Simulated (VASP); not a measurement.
Output of a VASP run:

**OSZICAR**
```
       N       E                     dE             d eps       ncg     rms          rms(c)
DAV:   1     0.205942387689E+02    0.20594E+02   -0.47794E+03   846   0.922E+02
DAV:   2    -0.169226999214E+02   -0.37517E+02   -0.37256E+02   969   0.172E+02
DAV:   3    -0.187336495141E+02   -0.18109E+01   -0.17894E+01  1346   0.294E+01
DAV:   4    -0.188051086532E+02   -0.71459E-01   -0.71317E-01  1260   0.508E+00
DAV:   5    -0.188067980837E+02   -0.16894E-02   -0.16882E-02  1417   0.472E-01    0.751E+00
DAV:   6    -0.148997264357E+02    0.39071E+01   -0.32628E+00   898   0.955E+00    0.649E+00
DAV:   7    -0.150356305851E+02   -0.13590E+00   -0.63541E-01  1072   0.670E+00    0.574E+00
DAV:   8    -0.159731899011E+02   -0.93756E+00   -0.72798E-01   923   0.590E+00    0.234E+00
DAV:   9    -0.151261155536E+02    0.84707E+00   -0.91330E-01   878   0.574E+00    0.373E-01
DAV:  10    -0.150413400595E+02    0.84775E-01   -0.14380E-01   899   0.409E+00    0.682E-01
DAV:  11    -0.151175979562E+02   -0.76258E-01   -0.23715E-01   891   0.495E+00    0.539E-01
DAV:  12    -0.150993900324E+02    0.18208E-01   -0.10536E-01   847   0.416E+00    0.338E-01
DAV:  13    -0.150966966527E+02    0.26934E-02   -0.52111E-03  1108   0.813E-01    0.420E-01
DAV:  14    -0.150991474734E+02   -0.24508E-02   -0.30206E-03   874   0.650E-01    0.390E-01
DAV:  15    -0.151025061414E+02   -0.33587E-02   -0.44418E-03   888   0.550E-01    0.135E-01
DAV:  16    -0.150983486383E+02    0.41575E-02   -0.32116E-03   851   0.531E-01    0.620E-02
DAV:  17    -0.150983458504E+02    0.27879E-05   -0.10617E-03   864   0.221E-01    0.188E-01
DAV:  18    -0.150981330960E+02    0.21275E-03   -0.16231E-04   934   0.136E-01    0.126E-01
DAV:  19    -0.150985012349E+02   -0.36814E-03   -0.69778E-04   872   0.292E-01    0.262E-02
DAV:  20    -0.150984314055E+02    0.69829E-04   -0.17120E-04  1151   0.171E-01    0.645E-02
DAV:  21    -0.150984464368E+02   -0.15031E-04   -0.22338E-05   980   0.449E-02    0.483E-02
DAV:  22    -0.150984667562E+02   -0.20319E-04   -0.29609E-05   978   0.524E-02    0.412E-02
DAV:  23    -0.150984449802E+02    0.21776E-04   -0.37602E-05   855   0.667E-02    0.320E-02
DAV:  24    -0.150984372242E+02    0.77560E-05   -0.30406E-06   953   0.165E-02    0.272E-02
DAV:  25    -0.150984390639E+02   -0.18396E-05   -0.30406E-07  1225   0.610E-03    0.247E-02
DAV:  26    -0.150984376435E+02    0.14203E-05   -0.10424E-06   869   0.920E-03    0.136E-02
DAV:  27    -0.150984400412E+02   -0.23977E-05   -0.16390E-07   877   0.533E-03    0.982E-03
DAV:  28    -0.150984396106E+02    0.43062E-06   -0.16809E-07   889   0.571E-03    0.401E-03
DAV:  29    -0.150984400676E+02   -0.45705E-06   -0.14080E-07   924   0.385E-03    0.387E-03
DAV:  30    -0.150984397074E+02    0.36022E-06   -0.49303E-08   871   0.293E-03    0.155E-03
DAV:  31    -0.150984393718E+02    0.33561E-06   -0.46572E-08   788   0.204E-03    0.104E-03
DAV:  32    -0.150984395857E+02   -0.21393E-06   -0.54204E-09   438   0.809E-04    0.610E-04
DAV:  33    -0.150984394624E+02    0.12331E-06   -0.23110E-09   438   0.519E-04    0.365E-04
DAV:  34    -0.150984395118E+02   -0.49415E-07   -0.10906E-09   438   0.312E-04
   1 F= -.15098440E+02 E0= -.15097901E+02  d E =-.161545E-02
```

**OUTCAR**
```
------------------------ aborting loop because EDIFF is reached ----------------------------------------
  FORCE on cell =-STRESS in cart. coord.  units (eV):
  Direction    XX          YY          ZZ          XY          YZ          ZX
  --------------------------------------------------------------------------------------
  Total        0.0197413      0.0197413      0.0197413      0.0000000      0.0000000      0.0000000
  in kB        0.5586111      0.5586111      0.5586111      0.0000000      0.0000000      0.0000000
  external PRESSURE =       0.5586111 kB  Pullay stress =       0.0000000 kB
  volume of cell :       56.62
      direct lattice vectors                 reciprocal lattice vectors
     0.000000000  3.047771325  3.047771325    -0.164054303  0.164054303  0.164054303
     3.047771325  0.000000000  3.047771325     0.164054303 -0.164054303  0.164054303
     3.047771325  3.047771325  0.000000000     0.164054303  0.164054303 -0.164054303
 POSITION                                       TOTAL-FORCE (eV/Angst)
 -----------------------------------------------------------------------------------
      0.00000      0.00000      0.00000         0.000000      0.000000      0.000000
 -----------------------------------------------------------------------------------
    total drift:                                0.000000      0.000000      0.000000
  FREE ENERGIE OF THE ION-ELECTRON SYSTEM (eV)
  ---------------------------------------------------
  free  energy   TOTEN  =       -15.0984395118 eV

  energy  without entropy=      -15.0968240652  energy(sigma->0) =      -15.09790103
```
(Selected blocks of OUTCAR.)

### POSCAR
```
Sr
1
   -0.0000000000     3.0477713251     3.0477713251
    3.0477713251    -0.0000000000     3.0477713251
    3.0477713251     3.0477713251    -0.0000000000
Sr
1
Direct
  0.0000000000   0.0000000000   0.0000000000
```

**Question.** Reconstruct the remaining input files.

**Answer.** This is not unique; one that fits is the input of the run itself, r2SCAN meta-GGA, plane waves, VASP's PBE PAW potentials (set 64).

### KPOINTS
```
Automatic mesh
0
Gamma
10 10 10
0 0 0
```

**INCAR**
```
# general
SYSTEM   =  Sr
PREC     =  Accurate
ENCUT    =  480
LREAL    =  .FALSE.
LASPH    =  .TRUE.

# electronic loop
EDIFF    =  1E-7   # SCF stop (eV)
NELM     =  100
ALGO     =  Normal   # blocked Davidson
LMAXMIX  =  4   # l cut-off of mixed one-centre charges
LMIXTAU  =  .TRUE.

# smearing
ISMEAR   =  1
SIGMA    =  0.1   # width (eV)

# functional
METAGGA  =  R2SCAN

# ions
ISIF     =  2   # forces and stress, cell fixed

# output
LWAVE    =  .FALSE.
LCHARG   =  .FALSE.
```

POTCAR, in this order: Sr_sv (PBE.64 set). Program: vasp_std.

The compound is Sr in the fcc structure. It was relaxed first.
